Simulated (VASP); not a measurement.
# InFe (Fm-3m) in VASP: single point with PBEsol

Aim: the single point of InFe with PBEsol.

Program: VASP 6.6.1. These are calculated values, not measurements. Logs are shortened: lines on timing, memory, paths and dates and some standing lists are left out, and cuts for length are marked.

## Step 1: The structure

It takes space group Fm-3m (No. 225, cubic). The conventional cell has a = 4.695 Å, b = 4.695 Å, c = 4.695 Å, α = 90.00°, β = 90.00°, γ = 90.00°. In (site symmetry m-3m) has 6 Fe at 2.35 Å as nearest neighbours. Around Fe (site symmetry m-3m) lie 6 In at 2.35 Å.

The cell was built by a generator and needn't be a form met in nature.

## Step 2: Single point, PBEsol

INCAR reads:

```
SYSTEM = InFe
  PREC = Accurate
  ENCUT = 520
  EDIFF = 1E-7
  ISMEAR = -1
  SIGMA = 0.0928
  LREAL = .FALSE.
  LASPH = .TRUE.
  NELM = 80
  ALGO = Normal
  ISIF = 2
  LWAVE = .FALSE.
  LCHARG = .TRUE.
  GGA = PS
  LELF = .TRUE.
  LVHAR = .TRUE.
  NBANDS = 18
```

KPOINTS reads:

```
regular mesh
0
G
  12 12 12
  0 0 0
```

POSCAR reads:

```
InFe
1.0
    0.0000000000      2.3474740000      2.3474740000
    2.3474740000      0.0000000000      2.3474740000
    2.3474740000      2.3474740000      0.0000000000
In Fe
1 1
Direct
    0.5000000000      0.5000000000      0.5000000000
    0.0000000000      0.0000000000      0.0000000000
```

Potentials or basis: VASP PAW PBE potentials, release 64 (In_d, Fe).

The run is started by

```
$ cat potpaw_PBE.64/In_d/POTCAR potpaw_PBE.64/Fe/POTCAR > POTCAR
$ mpirun -np 1 vasp_std > vasp.out
```

OUTCAR:

```text
SYSTEM = InFe
   PREC = Accurate
   ENCUT = 520
   EDIFF = 1E-7
   ISMEAR = -1
   LREAL = .FALSE.
   LASPH = .TRUE.
   NELM = 80
   ISIF = 2
   GGA = PS

 ion  position               nearest neighbor table
   1  0.500  0.500  0.500-   2 2.35   2 2.35   2 2.35   2 2.35   2 2.35   2 2.35
   2  0.000  0.000  0.000-   1 2.35   1 2.35   1 2.35   1 2.35   1 2.35   1 2.35

  LATTYP: Found a face centered cubic cell.
 ALAT       =     4.6949480000

  Lattice vectors:

 A1 = (   0.0000000000,   2.3474740000,   2.3474740000)
 A2 = (   2.3474740000,   0.0000000000,   2.3474740000)
 A3 = (   2.3474740000,   2.3474740000,   0.0000000000)

Analysis of symmetry for initial positions (statically):
=====================================================================
 Subroutine PRICEL returns:
 Original cell was already a primitive cell.

 Routine SETGRP: Setting up the symmetry group for a
 face centered cubic supercell.

 Subroutine GETGRP returns: Found 48 space group operations
 (whereof 48 operations were pure point group operations)
 out of a pool of 48 trial point group operations.

The static configuration has the point symmetry O_h .

Analysis of symmetry for dynamics (positions and initial velocities):
=====================================================================
 Subroutine PRICEL returns:
 Original cell was already a primitive cell.

 Routine SETGRP: Setting up the symmetry group for a
 face centered cubic supercell.

 Subroutine GETGRP returns: Found 48 space group operations
 (whereof 48 operations were pure point group operations)
 out of a pool of 48 trial point group operations.

The dynamic configuration has the point symmetry O_h .

 Subroutine INISYM returns: Found 48 space group operations
 (whereof 48 operations are pure point group operations),
 and found     1 'primitive' translations

----------------------------------------------------------------------------------------

                                     Primitive cell

  volume of cell :      25.8721

  direct lattice vectors                    reciprocal lattice vectors
     0.000000000  2.347474000  2.347474000    -0.212994904  0.212994904  0.212994904
     2.347474000  0.000000000  2.347474000     0.212994904 -0.212994904  0.212994904
     2.347474000  2.347474000  0.000000000     0.212994904  0.212994904 -0.212994904

  length of vectors
     3.319829568  3.319829568  3.319829568     0.368917996  0.368917996  0.368917996

  position of ions in fractional coordinates (direct lattice)
     0.500000000  0.500000000  0.500000000
     0.000000000  0.000000000  0.000000000

  ion indices of the primitive-cell ions
   primitive index   ion index
                 1           1
                 2           2

----------------------------------------------------------------------------------------

 KPOINTS: regular mesh

Automatic generation of k-mesh.
 Grid dimensions read from file:
 generate k-points for:   12   12   12

 Generating k-lattice:

  Cartesian coordinates                     Fractional coordinates (reciprocal lattice)
    -0.017749575  0.017749575  0.017749575     0.083333333  0.000000000  0.000000000
     0.017749575 -0.017749575  0.017749575     0.000000000  0.083333333  0.000000000
     0.017749575  0.017749575 -0.017749575     0.000000000  0.000000000  0.083333333

  Length of vectors
     0.030743166  0.030743166  0.030743166

  Shift w.r.t. Gamma in fractional coordinates (k-lattice)
     0.000000000  0.000000000  0.000000000

 Subroutine IBZKPT returns following result:
 ===========================================

 Found     72 irreducible k-points:

 Following reciprocal coordinates:
            Coordinates               Weight
  0.000000  0.000000  0.000000      1.000000
  0.083333  0.000000  0.000000      8.000000
  0.166667  0.000000  0.000000      8.000000
  0.250000  0.000000  0.000000      8.000000
  0.333333  0.000000  0.000000      8.000000
  0.416667  0.000000  0.000000      8.000000
[... 16 lines left out ...]
  0.500000  0.166667  0.000000     24.000000
 -0.416667  0.166667  0.000000     24.000000
 [... further k-points ...]
   k-points           NKPTS =     72   k-points in BZ     NKDIM =     72   number of bands    NBANDS=     18
   number of dos      NEDOS =    301   number of ions     NIONS =      2
   total plane-waves  NPLWV =  21952
   dimension x,y,z NGX =    28 NGY =   28 NGZ =   28
   dimension x,y,z NGXF=    56 NGYF=   56 NGZF=   56
   ions per type =               1   1
   NGX,Y,Z   is equivalent  to a cutoff of  14.02, 14.02, 14.02 a.u.
   NGXF,Y,Z  is equivalent  to a cutoff of  28.04, 28.04, 28.04 a.u.
 SYSTEM =  InFe
   PREC   = accura    normal or accurate (medium, high low for compatibility)
   ISTART =      0    job   : 0-new  1-cont  2-samecut
   ICHARG =      2    charge: 1-file 2-atom 10-const
   ISPIN  =      1    spin polarized calculation?
   LNONCOLLINEAR =      F non collinear calculations
   LSORBIT =      F    spin-orbit coupling
   LASPH  =      T    aspherical Exc in radial PAW
   ENCUT  =  520.0 eV  38.22 Ry    6.18 a.u.   6.17  6.17  6.17*2*pi/ulx,y,z
   NELM   =     80;   NELMIN=  2; NELMDL= -5     # of ELM steps
   EDIFF  = 0.1E-06   stopping-criterion for ELM
   LREAL  =      F    real-space projection
   EDIFFG = 0.1E-05   stopping-criterion for IOM
   NSW    =      0    number of steps for IOM
   IBRION =     -1    ionic relax: 0-MD 1-quasi-New 2-CG
   NFREE  =      0    steps in history (QN), initial steepest desc. (CG)
   ISIF   =      2    stress and relaxation
   ISYM   =      2    0-nonsym 1-usesym 2-fastsym
   POTIM  = 0.5000    time-step for ionic-motion
   TEBEG  =    0.0;   TEEND  =   0.0 temperature during run
   PSTRESS=    0.0 pullay stress
   NELECT =      21.0000    total number of electrons
   NUPDOWN=      -1.0000    fix difference up-down
   EMIN   =  10.00;   EMAX   =-10.00  energy-range for DOS
   EFERMI =   0.00;   METHOD = LEGACY
   ISMEAR =    -1;   SIGMA  =   0.09  broadening in eV -4-tet -1-fermi 0-gaus
   EFERMI_NEDOS =   21; number of points for ismear=-14 and -15
   IALGO  =     38    algorithm
   IMIX   =      4    mixing-type and parameters
     AMIX     =   0.40;   BMIX     =  1.00
     AMIX_MAG =   1.60;   BMIX_MAG =  1.00
  volume/ion in A,a.u.               =      12.94        87.30
  Fermi-wavevector in a.u.,A,eV,Ry     =   1.527111  2.885820 31.729692  2.332067
  Thomas-Fermi vector in A             =   2.635052
   LORBIT       =      0    0 simple, 1 ext, 2 COOP (PROOUT), +10 PAW based schemes
   GGA     = PS    functional components
   LHFCALC =     F    Hartree Fock is set to
   AEXX    =    0.0000 exact exchange contribution
   IVDW    =     0    specifies the selected vdW correction
   LEPSILON=     F    determine dielectric tensor
   LRPA    =     F    only Hartree local field effects (RPA)
 non-spin polarized calculation
  energy-cutoff  :      520.00
  volume of cell :       25.87
 maximum number of plane-waves:       725
 NGX is ok and might be reduce to    28
   NGX = 13   NGY = 13   NGZ = 13

 number of electron      21.0000002 magnetization

 Free energy of the ion-electron system (eV)
  ---------------------------------------------------
  ext. energy  EPLUGINS =         0.00000000
  ---------------------------------------------------
  free energy    TOTEN  =        -8.91850036 eV

  energy without entropy =       -8.79999317  energy(sigma->0) =       -8.85924676

 E-fermi :  10.9434     XC(G=0): -13.3285

 val. band max:       10.9433762478   @ k =  -0.3333   0.5000   0.1667
 cond. band min:      10.9444665082   @ k =  -0.3333   0.3333   0.0000
 fundamental gap:      0.0010902603
 Fermi energy:        10.9434132889

 k-point     1 :       0.0000    0.0000    0.0000
  band No.  band energies     occupation
      1      -3.7681      2.00000
      2      -3.7681      2.00000
      3      -3.5975      2.00000
      4      -3.5975      2.00000
      5      -3.5975      2.00000
      6      -0.4316      2.00000
[... 10 lines left out ...]
     17      26.1791      0.00000
     18      26.1791      0.00000

 k-point     2 :       0.0833    0.0000    0.0000
  band No.  band energies     occupation
      1      -3.7531      2.00000
      2      -3.7531      2.00000
      3      -3.5961      2.00000
      4      -3.5754      2.00000
      5      -3.5754      2.00000
      6      -0.2700      2.00000
[... 10 lines left out ...]
     17      26.3265      0.00000
     18      26.4789      0.00000

 k-point     3 :       0.1667    0.0000    0.0000
  band No.  band energies     occupation
      1      -3.7184      2.00000
      2      -3.7184      2.00000
      3      -3.5951      2.00000
      4      -3.5075      2.00000
      5      -3.5075      2.00000
      6       0.2173      2.00000
[... 10 lines left out ...]
     17      25.3883      0.00000
     18      25.6644      0.00000

 k-point     4 :       0.2500    0.0000    0.0000
  band No.  band energies     occupation
      1      -3.6808      2.00000
      2      -3.6808      2.00000
      3      -3.5987      2.00000
      4      -3.4015      2.00000
      5      -3.4015      2.00000
      6       1.0298      2.00000
[... 10 lines left out ...]
     17      24.2555      0.00000
     18      24.8808      0.00000

 k-point     5 :       0.3333    0.0000    0.0000
  band No.  band energies     occupation
      1      -3.6487      2.00000
      2      -3.6487      2.00000
      3      -3.6059      2.00000
      4      -3.2854      2.00000
      5      -3.2854      2.00000
      6       2.1520      2.00000
[... 10 lines left out ...]
     17      23.2134      0.00000
     18      24.3274      0.00000

 k-point     6 :       0.4167    0.0000    0.0000
  band No.  band energies     occupation
      1      -3.6270      2.00000
      2      -3.6270      2.00000
      3      -3.6127      2.00000
      4      -3.1957      2.00000
      5      -3.1957      2.00000
      6       3.5464      2.00000
[... 10 lines left out ...]
     17      22.3842      0.00000
     18      24.0490      0.00000

 k-point     7 :       0.5000    0.0000    0.0000
  band No.  band energies     occupation
      1      -3.6193      2.00000
      2      -3.6193      2.00000
      3      -3.6154      2.00000
      4      -3.1619      2.00000
      5      -3.1619      2.00000
      6       5.0599      2.00000
[... 10 lines left out ...]
     17      22.4429      0.00000
     18      23.9761      0.00000

 k-point     8 :       0.0833    0.0833    0.0000
  band No.  band energies     occupation
      1      -3.7534      2.00000
      2      -3.7440      2.00000
      3      -3.6192      2.00000
      4      -3.5573      2.00000
      5      -3.5573      2.00000
      6      -0.2156      2.00000
[... 10 lines left out ...]
     17      26.6197      0.00000
     18      26.8800      0.00000
[... 229 lines left out ...]
     17      27.8971      0.00000
     18      28.0352      0.00000

 k-point    20 :       0.2500    0.1667    0.0000
  band No.  band energies     occupation
      1      -3.7046      2.00000
      2      -3.6882      2.00000
      3      -3.6834      2.00000
      4      -3.3860      2.00000
      5      -3.3681      2.00000
      6       1.0311      2.00000
[... 10 lines left out ...]
     17      27.9239      0.00000
     18      27.9294      0.00000

 k-point    21 :       0.3333    0.1667    0.0000
  band No.  band energies     occupation
      1      -3.7086      2.00000
      2      -3.6516      2.00000
      3      -3.6482      2.00000
      4      -3.3356      2.00000
      5      -3.2717      2.00000
      6       1.9333      2.00000
[... 10 lines left out ...]
     17      27.0853      0.00000
     18      27.2646      0.00000

 k-point    22 :       0.4167    0.1667    0.0000
  band No.  band energies     occupation
      1      -3.7037      2.00000
      2      -3.6122      2.00000
      3      -3.6039      2.00000
      4      -3.3006      2.00000
      5      -3.1913      2.00000
      6       3.1110      2.00000
[... 10 lines left out ...]
     17      26.2504      0.00000
     18      26.5161      0.00000

 k-point    23 :       0.5000    0.1667    0.0000
  band No.  band energies     occupation
      1      -3.6971      2.00000
      2      -3.5807      2.00000
      3      -3.5642      2.00000
      4      -3.2781      2.00000
      5      -3.1549      2.00000
      6       4.4952      2.00000
[... 10 lines left out ...]
     17      25.8374      0.00000
     18      27.2633      0.00000

 k-point    24 :      -0.4167    0.1667    0.0000
  band No.  band energies     occupation
      1      -3.6952      2.00000
      2      -3.5597      2.00000
      3      -3.5432      2.00000
      4      -3.2706      2.00000
      5      -3.1769      2.00000
      6       5.0344      2.00000
[... 10 lines left out ...]
     17      25.2747      0.00000
     18      28.1785      0.00000

 [... further k-points ...]
[... 5 lines left out ...]
  --------------------------------------------------------------------------------------
  -------------------------------------------------------------------------------------
  Total        9.5439823      9.5439823      9.5439823      0.0000000      0.0000000      0.0000000
  in kB      591.0277075    591.0277075    591.0277075      0.0000000      0.0000000      0.0000000
  external PRESSURE =     591.0277075 kB  Pullay stress =       0.0000000 kB

 VOLUME and BASIS-vectors are now :
 -----------------------------------------------------------------------------
  energy-cutoff  :      520.00
  volume of cell :       25.87
      direct lattice vectors                 reciprocal lattice vectors
     0.000000000  2.347474000  2.347474000    -0.212994904  0.212994904  0.212994904
     2.347474000  0.000000000  2.347474000     0.212994904 -0.212994904  0.212994904
     2.347474000  2.347474000  0.000000000     0.212994904  0.212994904 -0.212994904

 POSITION                                       TOTAL-FORCE (eV/Angst)
 -----------------------------------------------------------------------------------
      2.34747      2.34747      2.34747        -0.000000     -0.000000     -0.000000
      0.00000      0.00000      0.00000         0.000000      0.000000      0.000000
 -----------------------------------------------------------------------------------
    total drift:                                0.000000      0.000000      0.000000

  FREE ENERGIE OF THE ION-ELECTRON SYSTEM (eV)
  ---------------------------------------------------
  free  energy   TOTEN  =        -8.9185003568 eV

  energy  without entropy=       -8.7999931708  energy(sigma->0) =       -8.85924676
```

Wall time 47 s (1 thread of Intel Xeon Platinum 8488C (Sapphire Rapids), shared host); peak memory 0.17 GiB.

Results:

```yaml
Free_energy: -8.9185 eV
Pressure: 59.1 GPa
Band_gap_on_the_k_mesh: none (metal or under the smearing width)
```

Caveat: a pressure of tens of GPa on the cell as given is suspect, and the run, the potentials or the cell itself is likely at fault; the PAW data sets were made with another functional, which shifts forces and pressure a little.
